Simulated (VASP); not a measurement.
VASP ran on this input.

INCAR:
```
# general
SYSTEM   =  FeAl
PREC     =  Accurate
ENCUT    =  520
LREAL    =  .FALSE.
LASPH    =  .TRUE.

# electronic loop
EDIFF    =  1E-7
NELM     =  100
ALGO     =  Normal
LMAXMIX  =  4

# smearing
ISMEAR   =  1
SIGMA    =  0.1

# functional
GGA      =  RE

# ions
ISIF     =  2

# output
LWAVE    =  .FALSE.
LCHARG   =  .FALSE.
```

### KPOINTS
```
Automatic mesh
0
G
  13 13 13
0 0 0
```

POSCAR:
```
FeAl
1
    2.9403305861     0.0000000000     0.0000000000
    0.0000000000     2.9403305861     0.0000000000
    0.0000000000     0.0000000000     2.9403305861
Al Fe
1 1
Direct
  0.5000000000   0.5000000000   0.5000000000
  0.0000000000   0.0000000000   0.0000000000
```

POTCAR, in this order: Al Fe (PBE.64 set). Program: vasp_std.

### Question
Translate this revPBE calculation to Ansatz.

### Answer
One equivalent input (not run):
Ansatz 0.2 input:
```yaml
crystal:
  lattice:
    - [2.9403306, 0.0000000, 0.0000000]
    - [0.0000000, 2.9403306, 0.0000000]
    - [0.0000000, 0.0000000, 2.9403306]
  atoms:
    - { symbol: Al, position: [0.5000000, 0.5000000, 0.5000000] }
    - { symbol: Fe, position: [0.0000000, 0.0000000, 0.0000000] }
kpoints:
  mp_grid: { grid: [13, 13, 13] }
hamiltonian:
  xc: revpbe
  pseudopotentials: { kind: paw }
scf:
  occupations: { method: methfessel_paxton, width: 0.1 }
  max_iter: 100
output: { forces: true, stress: true, eigenvalues: true }
```
Limits of the translation: each code has its own PAW files, so the cut-off isn't converted (ENCUT is set for VASP's; basis.ecutwfc is left out, and Ansatz then takes the one that its files recommend); Ansatz stops its SCF on the density residual and VASP on the energy change (EDIFF).

The compound is FeAl in the CsCl type structure. This cell is one point of a volume scan, at 1.06 of the reference volume.
